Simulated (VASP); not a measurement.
Crystal: Zn4Te3O.

```xyz
8
Lattice="4.5590 0.0000 0.0000 -2.2795 3.9482 0.0000 0.0000 0.0000 9.7267" Properties=species:S:1:pos:R:3 pbc="T T T"
Zn    0.0000    2.6321    0.0000
Zn    2.2795    1.3161    2.0706
Zn    2.2795    1.3161    7.6562
Zn    0.0000    2.6321    4.8634
Te    2.2795    1.3161    0.0000
Te    2.2795    1.3161    4.8634
Te    0.0000    0.0000    4.8634
O     0.0000    0.0000    0.0000
```

The cell was built by a generator and needn't be a form met in nature.

```yaml
Program: VASP 6.6.1
Task: relaxation of cell and atoms
Functional: PBE
Potentials_or_basis: VASP PAW PBE potentials, release 64 (Zn, Te, O)
Cutoff: 520 eV
k_mesh: 4 × 4 × 2
Occupations: gaussian, width 0.15 eV
Spin: no spin polarisation
```

At the start: pressure 27.7 GPa; volume 21.89 Å³/atom.

Q: Where does the relaxation end?

A: Over 7 steps the energy falls by 736.2 meV/atom and the volume is 30.59 Å³/atom (+39.8 %); space group P-6m2 (No. 187, to 0.05 Å).

Step by step:
| step | energy change (eV) | largest force (eV/Å) | pressure (GPa) | volume (Å³) |
| --- | --- | --- | --- | --- |
| 1 | 0.0000 | 8.8110 | 27.72 | 175.08 |
| 2 | -5.1663 | 0.4284 | -3.93 | 289.57 |
| 3 | -5.8544 | 0.1577 | 0.63 | 240.22 |
| 4 | -5.8644 | 0.0229 | -0.28 | 246.91 |
| 5 | -5.8663 | 0.0247 | -0.07 | 245.31 |
| 6 | -5.8855 | 0.0050 | 0.21 | 244.93 |
| 7 | -5.8897 | 0.0001 | 0.17 | 244.69 |

Final structure:
```
Zn Te O
1.0
     5.02894    0.00000    0.00000
    -2.51447    4.35519    0.00000
     0.00000    0.00000   11.17222
Zn Te O
4 3 1
Direct
  0.33333 0.66667 0.00000
  0.66667 0.33333 0.24421
  0.66667 0.33333 0.75579
  0.33333 0.66667 0.50000
  0.66667 0.33333 0.00000
  0.66667 0.33333 0.50000
  0.00000 0.00000 0.50000
  0.00000 0.00000 0.00000
```

Caveat: the k mesh is coarse (spacing up to 0.40 Å⁻¹), so the values aren't converged; the volume moved by over 15 % at a fixed basis, so the end points are rough.
